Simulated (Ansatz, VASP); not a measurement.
## BAs: VASP beside Ansatz

Aim: how closely do two programs agree when they are given the same cell, functional and k mesh? The cell is taken from a series of runs on this material, whose earlier steps may have relaxed, scaled, displaced or heated it; both programs get it as it stands.

Program: Ansatz 0.2.0. Level of theory: plane waves, with VASP 6.6.1 beside it; r2SCAN, spin-orbit coupling. Results are calculated unless marked as measured.

### 1. Set-up

The structure is trigonal, space group R3m (No. 160). The conventional cell has a = 3.314 Å, b = 3.314 Å, c = 8.319 Å, α = 90.00°, β = 90.00°, γ = 120.00°. Nearest to B lie 4 As at 2.04 to 2.07 Å. As has 4 B at 2.04 to 2.07 Å nearest. Farther neighbours are not listed.

### 2. Ansatz: single point, r2SCAN, spin-orbit coupling, pair 1

Ansatz runs on its PAW fully relativistic soft_1 files.

A single point takes one fixed geometry, so differences don't come from the geometry; what else differs is listed under the comparison.

The input, input.yaml:

```yaml
crystal:
  lattice:
    - [0.0387355065, 2.3821251043, 2.3821251043]
    - [2.3821251043, 0.0387355065, 2.3821251043]
    - [2.3821251043, 2.3821251043, 0.0387355065]
  atoms:
    - { symbol: B, position: [-0.0007124481, -0.0007124481, -0.0007124481] }
    - { symbol: As, position: [0.7507124481, 0.7507124481, 0.7507124481] }
kpoints:
  mp_grid: { grid: [8, 8, 8] }
hamiltonian:
  xc: r2scan
  pseudopotentials: { kind: paw_fr, azcp: { folder: soft_1 } }
scf:
  occupations: { method: gaussian, width: 0.01 }
  n_extra_bands: 16
output:
  eigenvalues: true
  eigenstates:
    kpoints:
      - [-0.001942059, 0.404386744, 0.404386744]
      - [-0.001892739, 0.407419759, 0.407419759]
      - [0.001090957, 0.404436063, 0.407419759]
      - [0.001090957, 0.407419759, 0.404436063]
      - [0.000237482, 0.406566284, 0.408676076]
      - [-0.004051851, 0.406496535, 0.404386744]
      - [0.000237482, 0.408676076, 0.406566284]
      - [-0.004051851, 0.404386744, 0.406496535]
      - [0.002347274, 0.406566284, 0.406566284]
      - [-0.001942059, 0.402276952, 0.406496535]
      - [0.001588641, 0.407917443, 0.407917443]
      - [-0.001913584, 0.404415218, 0.407860494]
      - [-0.001913584, 0.407860494, 0.404415218]
      - [0.001531692, 0.404415218, 0.404415218]
      - [-0.001991378, 0.401353728, 0.401353728]
      - [-0.004975075, 0.404337424, 0.401353728]
      - [-0.004975075, 0.401353728, 0.404337424]
      - [-0.004121599, 0.402207203, 0.400097411]
      - [0.000167733, 0.402276952, 0.404386744]
      - [-0.004121599, 0.400097411, 0.402207203]
      - [0.000167733, 0.404386744, 0.402276952]
      - [-0.006231391, 0.402207203, 0.402207203]
      - [-0.001942059, 0.406496535, 0.402276952]
      - [-0.005472758, 0.400856044, 0.400856044]
      - [-0.001970533, 0.404358269, 0.400912993]
      - [-0.001970533, 0.400912993, 0.404358269]
      - [-0.005415809, 0.404358269, 0.404358269]
      - [-0.00175711, 0.415760553, 0.415760553]
      - [0.009431751, 0.404571692, 0.415760553]
      - [0.009431751, 0.415760553, 0.404571692]
      - [0.006231217, 0.41256002, 0.420471739]
      - [-0.009853778, 0.412298463, 0.404386744]
      - [0.006231217, 0.420471739, 0.41256002]
      - [-0.009853778, 0.404386744, 0.412298463]
      - [0.014142937, 0.41256002, 0.41256002]
      - [-0.001942059, 0.396475024, 0.412298463]
      - [0.011298065, 0.417626868, 0.417626868]
      - [-0.001835279, 0.404493524, 0.417413308]
      - [-0.001835279, 0.417413308, 0.404493524]
      - [0.011084505, 0.404493524, 0.404493524]
      - [-0.002127007, 0.393012934, 0.393012934]
      - [-0.013315868, 0.404201795, 0.393012934]
      - [-0.013315868, 0.393012934, 0.404201795]
      - [-0.010115335, 0.396213467, 0.388301748]
      - [0.005969661, 0.396475024, 0.404386744]
      - [-0.010115335, 0.388301748, 0.396213467]
      - [0.005969661, 0.404386744, 0.396475024]
      - [-0.018027054, 0.396213467, 0.396213467]
      - [-0.001942059, 0.412298463, 0.396475024]
      - [-0.015182183, 0.39114662, 0.39114662]
      - [-0.002048839, 0.404279964, 0.39136018]
      - [-0.002048839, 0.39136018, 0.404279964]
      - [-0.014968623, 0.404279964, 0.404279964]
      - [0.0, 0.0, 0.0]
      - [4.932e-05, 0.003033016, 0.003033016]
      - [0.003033016, 4.932e-05, 0.003033016]
      - [0.003033016, 0.003033016, 4.932e-05]
      - [0.00217954, 0.00217954, 0.004289332]
      - [-0.002109792, 0.002109792, 0.0]
      - [0.00217954, 0.004289332, 0.00217954]
      - [-0.002109792, 0.0, 0.002109792]
      - [0.004289332, 0.00217954, 0.00217954]
      - [0.0, -0.002109792, 0.002109792]
      - [0.0035307, 0.0035307, 0.0035307]
      - [2.8475e-05, 2.8475e-05, 0.00347375]
      - [2.8475e-05, 0.00347375, 2.8475e-05]
      - [0.00347375, 2.8475e-05, 2.8475e-05]
      - [-4.932e-05, -0.003033016, -0.003033016]
      - [-0.003033016, -4.932e-05, -0.003033016]
      - [-0.003033016, -0.003033016, -4.932e-05]
      - [-0.00217954, -0.00217954, -0.004289332]
      - [0.002109792, -0.002109792, 0.0]
      - [-0.00217954, -0.004289332, -0.00217954]
      - [0.002109792, 0.0, -0.002109792]
      - [-0.004289332, -0.00217954, -0.00217954]
      - [0.0, 0.002109792, -0.002109792]
      - [-0.0035307, -0.0035307, -0.0035307]
      - [-2.8475e-05, -2.8475e-05, -0.00347375]
      - [-2.8475e-05, -0.00347375, -2.8475e-05]
      - [-0.00347375, -2.8475e-05, -2.8475e-05]
      - [0.000184948, 0.01137381, 0.01137381]
      - [0.01137381, 0.000184948, 0.01137381]
      - [0.01137381, 0.01137381, 0.000184948]
      - [0.008173276, 0.008173276, 0.016084996]
      - [-0.00791172, 0.00791172, 0.0]
      - [0.008173276, 0.016084996, 0.008173276]
      - [-0.00791172, 0.0, 0.00791172]
      - [0.016084996, 0.008173276, 0.008173276]
      - [0.0, -0.00791172, 0.00791172]
      - [0.013240124, 0.013240124, 0.013240124]
      - [0.00010678, 0.00010678, 0.013026564]
      - [0.00010678, 0.013026564, 0.00010678]
      - [0.013026564, 0.00010678, 0.00010678]
      - [-0.000184948, -0.01137381, -0.01137381]
      - [-0.01137381, -0.000184948, -0.01137381]
      - [-0.01137381, -0.01137381, -0.000184948]
      - [-0.008173276, -0.008173276, -0.016084996]
      - [0.00791172, -0.00791172, 0.0]
      - [-0.008173276, -0.016084996, -0.008173276]
      - [0.00791172, 0.0, -0.00791172]
      - [-0.016084996, -0.008173276, -0.008173276]
      - [0.0, 0.00791172, -0.00791172]
      - [-0.013240124, -0.013240124, -0.013240124]
      - [-0.00010678, -0.00010678, -0.013026564]
      - [-0.00010678, -0.013026564, -0.00010678]
      - [-0.013026564, -0.00010678, -0.00010678]
magnetization:
  noncollinear: true
  spin_orbit: true
checkpoint:
  read: start.run
  write: ck
  compress: false
  write_wavefunctions: false
  write_every: 100000
```

Started as:

```console
$ ansatz run input.yaml --threads 4 --pin off --max-ram 9216MiB --backend cpu --events-out ev --progress --plain --runs-dir out
```

Numbers of over 12 decimals in the logs are rounded to 6 here.

Log:

```text
scf.n_extra_bands = 16 over 18 filled bands (N_el = 18.0): the run solves 34 bands
Engine: ansatz 0.2.0, x86_64-unknown-linux-gnu
Pseudopotentials: kind: paw_fr
Pseudopotential: B, paw, valence charge 3, recommended cutoff 500 eV (meta_gga), soft_1/B.paw.azcp
Pseudopotential: As, paw, valence charge 15, recommended cutoff 500 eV (meta_gga), soft_1/As.paw.azcp
Functional definition: r2SCAN
  parameter k0 = 0.174
  parameter k1 = 0.065
  parameter a1 = 4.9479
  exchange = r2scan_x(k0 = k0, k1 = k1, a1 = a1)
  correlation = r2scan_c
non-collinear run that drives no moment, with spin-orbit: no starting moment large enough to seed its density (crystal.atoms[].spin), no starting occupations that ask for one, no magnetisation constraint and no magnetic field, so the semilocal B_xc is pinned to zero
Crystal: 2 atoms, lattice volume = 26.375 Å³
Basis set: ecut = 500 eV, 665 PW (Γ), exchange–correlation on 100×100×100 points (64 copies of the dense FFT grid, shifted against one another)
Bands: 34, of which v1, the nominal top of the filled ones, is band 18 counted from 1 (17 counted from 0)
Symmetry: 6 space group operations + 6 with time reversal
Magnetic group: BNS 160.66 (UNI 1296), of the structure as read, at distance tolerance 3.0e-5 Å
k-points: 65 of 512 (time reversal used)
Projection manifold: j_resolved (fully-relativistic pseudo-atomic orbitals)
Non-local potential: B, projectors of the file, resolved by j, l = 0: 2, l = 1: 4, l = 2: 2
Non-local potential: As, projectors of the file, resolved by j, l = 0: 2, l = 1: 4, l = 2: 6, l = 3: 2
PAW form: soft (Blöchl's): semilocal exchange-correlation on the pseudo side does not see the compensation charge
PAW frozen core: B, regenerated for the run's functional (the file was generated under x = pbe(κ = 0.804, μ = 0.219515), c = pbe(β = 0.066725))
PAW frozen core: As, regenerated for the run's functional (the file was generated under x = pbe(κ = 0.804, μ = 0.219515), c = pbe(β = 0.066725))
PAW one-centre angular grid: B, 302 points (default); XC on 224 Gauss nodes
PAW one-centre angular grid: As, 590 points (default); XC on 315 of its mesh's 2695 points in the sphere
Initial density: read from a saved state, or passed on in memory by an earlier SCF of this step, an earlier step, the calling program or the single point that the run made first
Initial wavefunctions: pseudopotential atomic-orbital guess
Functional: x = r2scan, c = r2scan; τ floored in thin density (d = 2e-4 eV/Å³)
iter 1 solved again at ethr=2.84e-7 eV; its pass at ethr=3.10e-3 eV (dr2=5.11e-5 eV) is discarded
SCF iter   1: F=—  HF=-5018.316254 eV  |F-HF|=—  |Δ(HF+E_count)|=         —  Δρ=1.67e-6  dr2=2.23e-10  dr2_τ=1.42e-12  dr2_m=0.00e0 (ungated)  ethr=2.84e-7  |M|=0.00e0 ∫|m|=0.00e0 μB  |m|>n=0.0e0 m-floor=0.0e0 τ_xc=0.0e0  β_m=0.30  ⟨swp⟩=4.4  Hψ=20236  notcnv=0
eigensolver tolerance schedule: the retry pair's looser diagonalisation over-reported the residual by 228624.90 of it (diagonalisation noise at an unbounded share of the residual, at the tolerance the schedule requests for it); recorded, not acted on — ethr = c·dr2/N_el stays at c = 1.0e-1
preconditioner: auto → none  [insulator: Δε(μ)=1.189 eV  Ē_g=17.969 eV  σ=0.010 eV  W_gap=1.00  n_scr=8 (ndim 8)  ℏωp=20.5 eV  f_vac=0.001  D(μ)=0.00/eV (n_scr^D=0)  ε∞_Penn≈2.3]
SCF iter   2: F=-5018.316254 eV  HF=-5018.316254 eV  |F-HF|=1.01e-10  |Δ(HF+E_count)|=   7.33e-8  Δρ=1.20e-6  dr2=1.11e-10  dr2_τ=9.27e-13  dr2_m=0.00e0 (ungated)  ethr=1.24e-12  |M|=0.00e0 ∫|m|=0.00e0 μB  |m|>n=0.0e0 m-floor=0.0e0 τ_xc=0.0e0  ⟨swp⟩=5.7  Hψ=8531  notcnv=0
SCF 1 converged in 2 iterations: F = -5018.316254 eV  dr2 = 1.11e-10
  greatest PAW one-centre occupation: 0.999 electrons in one spin orbital (limit 2), on the As atom at site 1 (counted from 0), in its partial waves of l = 2
NSCF: frozen V_eff on 106 k-points
SCF converged after 2 iterations
Magnetization: |M| = 0.0000 μB,  M = (+0.0000, +0.0000, +0.0000) μB
Absolute magnetization: 0.0000 μB (∫|m|)
  site 0: m = (+0.0000, +0.0000, +0.0000) μB, |m| = 0.0000 μB  (R = 0.84 Å)
  site 1: m = (+0.0000, +0.0000, +0.0000) μB, |m| = 0.0000 μB  (R = 0.84 Å)
Free energy (F): -5018.316254 eV
Harris-Foulkes:  -5018.316254 eV  (|F-HF|=1.01e-10)
Internal energy: -5018.316254 eV  (E = F + TS)
E sigma→0 (E₀):  -5018.316254 eV
Fermi energy:    11.870426 eV
--- Per-component energies (eV) ---
  E_band       = -222.791513
  E_kinetic    = 148.131636
  E_local      = -1925.965865  (includes V_loc(G=0)·N_el)
  E_nonlocal   = -384.049879
  E_hartree    = 1091.030108
  E_xc         = -98.982831
  E_vxc        = -121.215244  (∫ρ·V_xc dr)
  E_paw        = -2102.432495  (= ΣΔE_a)
  E_vpaw       = -127.771697  (= ΣTr[D̂ρ^β])
  E_aug_tail   = 0.000019  (compensation charges beyond the density's cutoff)
  E_vtau       = 6.019284  (kinetic-family band-sum trace: ∫τ·v_τ [+ j·A + Jᵃ·Aᵃ] dr)
  E_ewald      = -1744.587999
  E_core_change = -1.458948  (= ΣΔE_core)
  E_smearing   = -0.000000  (= −TS)
  E_closure    = -0.000000  (closes the sum)
  Σ components = -5018.316254   (vs F -5018.316254, Δ=0.00e0)
--- Band table (eV; the first three rows and the last of 65) ---
  k-point 0: bands = [... 14 lower, 11.1822, 11.1822, 11.2760, 11.2760, 14.2676, 14.2676, 14.6998, 14.6998, ... 12 higher]
  k-point 1: bands = [... 14 lower, 10.4890, 10.4983, 10.7225, 10.7256, 14.6982, 14.7720, 15.0919, 15.1904, ... 12 higher]
  k-point 2: bands = [... 14 lower, 9.7134, 9.7153, 9.9146, 9.9170, 14.5373, 14.5512, 15.9486, 15.9733, ... 12 higher]
  k-point 64: bands = [... 14 lower, 9.2381, 9.2381, 9.3853, 9.3853, 14.6586, 14.6586, 16.3338, 16.3338, ... 12 higher]
```

### 3. VASP: single point, r2SCAN, spin-orbit coupling, pair 1

The same cell, functional, mesh and smearing now go to VASP, with its own data sets.

Lines of VASP's logs that name or quote its potential files are left out, and so is its time.

The input, INCAR:

```
SYSTEM = BAs
PREC = Accurate
ENCUT = 460
EDIFF = 1E-06
NELM = 200
ISMEAR = 0
SIGMA = 0.01
LREAL = .FALSE.
ALGO = Normal
METAGGA = R2SCAN
LASPH = .TRUE.
LNONCOLLINEAR = .TRUE.
MAGMOM = 0 0 0 0 0 0
NBANDS = 20
GGA_COMPAT = .FALSE.
LSORBIT = .TRUE.
LORBIT = 11
LWAVE = .FALSE.
LCHARG = .FALSE.
ISIF = 2
EFERMI = MIDGAP
LMIXTAU = .TRUE.
KPAR = 2
```

The input, POSCAR:

```
BAs
1.0
    0.0387355065      2.3821251043      2.3821251043
    2.3821251043      0.0387355065      2.3821251043
    2.3821251043      2.3821251043      0.0387355065
B As
1 1
Direct
    0.9992875519      0.9992875519      0.9992875519
    0.7507124481      0.7507124481      0.7507124481
```

The input, KPOINTS:

```
Automatic mesh
0
Gamma
8 8 8
0 0 0
```

Potentials, in the order of the species: B and As (PBE family, release 64).

Started as:

```console
$ mpirun -np 2 vasp_ncl
```

Log:

```text
[banner, memory and clock lines left out]
running    2 mpi-ranks, on    1 nodes
 distrk:  each k-point on    1 cores,    2 groups
 distr:  one band on    1 cores,    1 groups

 POSCAR found type information on POSCAR B As
 POSCAR found :  2 types and       2 ions
|                                                                             |
|               ----> ADVICE to this user running VASP <----                  |
|                                                                             |
|     You enforced a specific xc type in the INCAR file but a different       |
|     [... a line on the potential file left out ...]
|     I HOPE YOU KNOW WHAT YOU ARE DOING!                                     |
|                                                                             |

 LDA part: xc-table for (None), standard interpolation
 POSCAR, INCAR and KPOINTS ok, starting setup
 FFT: planning ... GRIDC
 FFT: planning ... GRID_SOFT
 FFT: planning ... GRID
 WAVECAR not read
 entering main loop
       N       E                     dE             d eps       ncg     rms          rms(c)
DAV:   1     0.521499450905E+01    0.52150E+01   -0.31664E+03  4800   0.666E+02
DAV:   2    -0.226257936465E+02   -0.27841E+02   -0.25610E+02  6520   0.131E+02
DAV:   3    -0.238622346573E+02   -0.12364E+01   -0.12229E+01  5924   0.238E+01
DAV:   4    -0.238670077325E+02   -0.47731E-02   -0.47716E-02  5712   0.169E+00
DAV:   5    -0.238670176849E+02   -0.99523E-05   -0.99521E-05  5596   0.831E-02    0.523E+00
DAV:   6    -0.221886720363E+02    0.16783E+01   -0.49110E-01  5132   0.610E+00    0.299E+00
DAV:   7    -0.219982871781E+02    0.19038E+00   -0.14363E-01  5088   0.378E+00    0.853E-01
DAV:   8    -0.220040613605E+02   -0.57742E-02   -0.16892E-01  4824   0.357E+00    0.421E-01
DAV:   9    -0.221964431555E+02   -0.19238E+00   -0.19437E-02  5472   0.124E+00    0.173E-01
DAV:  10    -0.222090401405E+02   -0.12597E-01   -0.16101E-03  5296   0.328E-01    0.153E-01
DAV:  11    -0.222258201081E+02   -0.16780E-01   -0.12083E-03  5068   0.387E-01    0.805E-02
DAV:  12    -0.222325509645E+02   -0.67309E-02   -0.32063E-03  5060   0.539E-01    0.260E-02
DAV:  13    -0.222326246132E+02   -0.73649E-04   -0.77352E-05  5556   0.784E-02    0.131E-02
DAV:  14    -0.222326341560E+02   -0.95428E-05   -0.81511E-06  5244   0.254E-02    0.403E-03
DAV:  15    -0.222326367929E+02   -0.26369E-05   -0.20665E-06  5276   0.167E-02    0.256E-03
DAV:  16    -0.222326360213E+02    0.77157E-06   -0.49199E-07  4244   0.756E-03
   1 F= -.22232636E+02 E0= -.22232636E+02  d E =0.000000E+00  mag=     0.0000     0.0000    -0.0000
```

From OUTCAR (step 3):

```text
ion  position               nearest neighbor table
   1  0.999  0.999  0.999-   2 2.04   2 2.04   2 2.04   2 2.07
   2  0.751  0.751  0.751-   1 2.04   1 2.04   1 2.04   1 2.07

  LATTYP: Found a trigonal (rhomboedric) cell.
 ALAT       =     3.3690563166
 COS(alpha) =     0.5161926585

 Subroutine GETGRP returns: Found  6 space group operations
 (whereof  6 operations were pure point group operations)

The static configuration has the point symmetry C_3v.

 Found    120 irreducible k-points:

   k-points           NKPTS =    120   k-points in BZ     NKDIM =    120   number of bands    NBANDS=     20

   dimension x,y,z NGX =    24 NGY =   24 NGZ =   24
   dimension x,y,z NGXF=    48 NGYF=   48 NGZF=   48

   ENCUT  =  460.0 eV  33.81 Ry    5.81 a.u.   5.89  5.89  5.89*2*pi/ulx,y,z

   NELECT =       8.0000    total number of electrons

 k-points in reciprocal lattice and weights: Automatic mesh
   0.00000000  0.00000000  0.00000000       0.002
   0.12500000 -0.00000000 -0.00000000       0.006
  -0.12500000  0.00000000  0.00000000       0.006
   0.25000000 -0.00000000 -0.00000000       0.006
  -0.25000000  0.00000000  0.00000000       0.006
   0.37500000  0.00000000  0.00000000       0.006
  -0.37500000 -0.00000000 -0.00000000       0.006
   0.50000000 -0.00000000 -0.00000000       0.006
   0.12500000  0.12500000 -0.00000000       0.006
[...]
-0.37500000  0.50000000  0.37500000       0.012
   0.50000000  0.50000000  0.50000000       0.002

 average (electrostatic) potential at core
       1 -27.7503       2 -52.9799

 E-fermi :   7.1316

 k-point     1 :       0.0000    0.0000    0.0000
  band No.  band energies     occupation
    ...
      4       6.1905      1.00000
      5       6.4445      1.00000
      6       6.4445      1.00000
      7       6.5380      1.00000
      8       6.5380      1.00000
      9       9.5356      0.00000
     10       9.5356      0.00000
     11       9.9678      0.00000
     12       9.9678      0.00000
     13      10.0882      0.00000
    ...

 k-point     2 :       0.1250   -0.0000   -0.0000
  band No.  band energies     occupation
    ...
      4       4.3651      1.00000
      5       5.7524      1.00000
      6       5.7616      1.00000
      7       5.9856      1.00000
      8       5.9887      1.00000
      9       9.9661      0.00000
     10      10.0416      0.00000
     11      10.3560      0.00000
     12      10.4563      0.00000
     13      10.6679      0.00000
    ...

 k-point     3 :      -0.1250    0.0000    0.0000
  band No.  band energies     occupation
    ...
      4       4.3651      1.00000
      5       5.7524      1.00000
      6       5.7616      1.00000
      7       5.9856      1.00000
      8       5.9887      1.00000
      9       9.9661      0.00000
     10      10.0416      0.00000
     11      10.3560      0.00000
     12      10.4563      0.00000
     13      10.6679      0.00000
    ...

  Total        0.9905751      0.9905751      0.9905751     -0.4598124     -0.4598124     -0.4598124
  in kB       60.1724516     60.1724516     60.1724516    -27.9312907    -27.9312907    -27.9312907
  external PRESSURE =      60.1724516 kB  Pullay stress =       0.0000000 kB

  energy-cutoff  :      460.00
  volume of cell :       26.38
      direct lattice vectors                 reciprocal lattice vectors
     0.038735507  2.382125104  2.382125104    -0.215086915  0.211645371  0.211645371
     2.382125104  0.038735507  2.382125104     0.211645371 -0.215086915  0.211645371
     2.382125104  2.382125104  0.038735507     0.211645371  0.211645371 -0.215086915

 POSITION                                       TOTAL-FORCE (eV/Angst)
 -----------------------------------------------------------------------------------
      4.79956      4.79956      4.79956        -0.003650     -0.003650     -0.003650
      3.60566      3.60566      3.60566         0.003650      0.003650      0.003650
 -----------------------------------------------------------------------------------
    total drift:                               -0.000050     -0.000050     -0.000050

  FREE ENERGIE OF THE ION-ELECTRON SYSTEM (eV)
  ---------------------------------------------------
  free  energy   TOTEN  =       -22.2326360213 eV

  energy  without entropy=      -22.2326360213  energy(sigma->0) =      -22.23263602

 Spin-Orbit-Coupling matrix elements
 Ion:    1  E_soc:     -0.0000089
 Ion:    2  E_soc:     -0.0204048

 total charge
# of ion       s       p       d       tot
------------------------------------------
    1        0.674   1.203   0.000   1.877
    2        1.171   1.724   0.099   2.994
--------------------------------------------------
tot          1.845   2.927   0.099   4.871

 magnetization (x)
# of ion       s       p       d       tot
------------------------------------------
    1        0.000  -0.000   0.000   0.000
    2        0.000  -0.000   0.000  -0.000
--------------------------------------------------
tot          0.000  -0.000   0.000   0.000

 magnetization (y)
# of ion       s       p       d       tot
------------------------------------------
    1       -0.000   0.000   0.000  -0.000
    2        0.000   0.000   0.000   0.000
--------------------------------------------------
tot         -0.000   0.000   0.000  -0.000

 magnetization (z)
# of ion       s       p       d       tot
------------------------------------------
    1        0.000   0.000   0.000   0.000
    2        0.000  -0.000   0.000  -0.000
--------------------------------------------------
tot          0.000  -0.000   0.000   0.000

[... 3 further parts left out ...]
```

The run ends at a pressure of 6.02 GPa, with forces up to 0.0063 eV/Å.

[end of part 1 of 3]

[Lines on the potential files, build, host, timing and source positions are cut from VASP's logs without a mark.]

[Logs are printed without paths, hosts, clocks, repeated set-up lines and the standing remarks that a program may print on its own settings, such as how far it seeks lower states.]

[Hosts, paths, dates, database ids (printed as entryN), source tags and the programs' standing remarks are cut or masked in the printed files.]
